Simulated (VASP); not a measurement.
A run of VASP 6.6.1 is set up as follows.

run.py

```python
from ase.calculators.vasp import Vasp
from ase.dft.bandgap import bandgap
from ase.io import read

atoms = read('BBr2.cif', primitive_cell=True, subtrans_included=False)
calc = Vasp(
    directory='calc',
    xc='rev-vdw-df2',
    pp='PBE',
    setups={'base': 'minimal', 'B': '_s'},
    prec='Accurate',
    encut=400,
    ediff=1e-06,
    ismear=-1,
    sigma=0.1,
    lreal=False,
    lasph=True,
    nelm=60,
    algo='Fast',
    isif=2,
    lwave=False,
    lcharg=True,
    kpts=[6, 6, 6],
    gamma=True,
)
atoms.calc = calc

print('energy (eV):', atoms.get_potential_energy())
print('free energy (eV):', atoms.get_potential_energy(force_consistent=True))
efermi = calc.get_fermi_level()
print('Fermi level (eV):', efermi)
path = atoms.cell.bandpath(npoints=60, eps=1e-4)
print('path:', path.path)
calc.set(kpts=path.kpts, reciprocal=True, icharg=11, isym=0, lcharg=False)
calc.calculate(atoms)
print('gap on the path (eV):', bandgap(calc, efermi=efermi)[0])
print('direct gap on the path (eV):', bandgap(calc, efermi=efermi, direct=True)[0])
```

File BBr2.cif:

```cif
data_BBr2
_cell_length_a 6.37089208
_cell_length_b 6.37089208
_cell_length_c 6.77891721
_cell_angle_alpha 90.00000000
_cell_angle_beta 90.00000000
_cell_angle_gamma 120.00000000
_space_group_name_H-M_alt 'R-3m'
_space_group_name_Hall '-R 3 2"'
_space_group_IT_number 166
loop_
_space_group_symop_operation_xyz
'x,y,z'
'-x,-y,-z'
'-y,x-y,z'
'y,-x+y,-z'
'-x+y,-x,z'
'x-y,x,-z'
'y,x,-z'
'-y,-x,z'
'x-y,-y,-z'
'-x+y,y,z'
'-x,-x+y,-z'
'x,x-y,z'
'x+2/3,y+1/3,z+1/3'
'-x+2/3,-y+1/3,-z+1/3'
'-y+2/3,x-y+1/3,z+1/3'
'y+2/3,-x+y+1/3,-z+1/3'
'-x+y+2/3,-x+1/3,z+1/3'
'x-y+2/3,x+1/3,-z+1/3'
'y+2/3,x+1/3,-z+1/3'
'-y+2/3,-x+1/3,z+1/3'
'x-y+2/3,-y+1/3,-z+1/3'
'-x+y+2/3,y+1/3,z+1/3'
'-x+2/3,-x+y+1/3,-z+1/3'
'x+2/3,x-y+1/3,z+1/3'
'x+1/3,y+2/3,z+2/3'
'-x+1/3,-y+2/3,-z+2/3'
'-y+1/3,x-y+2/3,z+2/3'
'y+1/3,-x+y+2/3,-z+2/3'
'-x+y+1/3,-x+2/3,z+2/3'
'x-y+1/3,x+2/3,-z+2/3'
'y+1/3,x+2/3,-z+2/3'
'-y+1/3,-x+2/3,z+2/3'
'x-y+1/3,-y+2/3,-z+2/3'
'-x+y+1/3,y+2/3,z+2/3'
'-x+1/3,-x+y+2/3,-z+2/3'
'x+1/3,x-y+2/3,z+2/3'
loop_
_atom_site_label
_atom_site_type_symbol
_atom_site_symmetry_multiplicity
_atom_site_Wyckoff_symbol
_atom_site_fract_x
_atom_site_fract_y
_atom_site_fract_z
_atom_site_occupancy
B1 B 3 a 0.0000000000 0.0000000000 0.0000000000 1
Br1 Br 6 c 0.0000000000 0.0000000000 0.7202413000 1
```

Potentials or basis: VASP PAW PBE potentials, release 64 (B_s, Br).

The run is started by

```bash
$ python run.py
```

(1) Predict the band gap along the path.

Results:

(1) none (metal or under the smearing width).

Caveat: the log is that of the step along the path at fixed density, whose energy, stress, charges and moments have no meaning; an odd number of electrons without spin polarisation forces a metal; a magnetic or distorted state may lie lower.
